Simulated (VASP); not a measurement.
# LaO (relaxed from the NiAs type structure, space group P6_3/mmc): computed properties

Computed with PBEsol GGA, VASP's PBE PAW potentials (set 64) (plane waves; VASP 6.6.1).

```
Quantity                                                                                  Value
----------------------------------  -----------------------------------------------------------
space group                                                                      P6_3/mmc (194)
cell                                a = b = 3.4862 Å, c = 6.3936 Å, α = β = 90.00°, γ = 120.00°
volume per atom                                                                   16.82 Å³/atom
band gap (over mesh and band path)                     none (metal, semimetal or under 0.01 eV)
density                                                                              7.64 g/cm³
```

LaO is taken in the hexagonal space group P6₃/mmc (No. 194), the NiAs type structure, Pearson symbol hP4. Cell: a = b = 3.4862 Å, c = 6.3936 Å, α = β = 90.00°, γ = 120.00°. La on 2a sees 6 O at 2.570 Å (octahedral). O on 2c is surrounded by 6 La at 2.570 Å (trigonal prismatic). (Neighbours: up to the widest gap in distance over summed covalent radii, below 1.35, at either atom; cation-cation and far metal-metal contacts left out.)

The structure was generated: LaO was put into the NiAs type type (P6_3/mmc), which need not be its known phase. It was relaxed first, which changed the volume by -32 %. Symmetry was kept, so distortions that lower it aren't found.
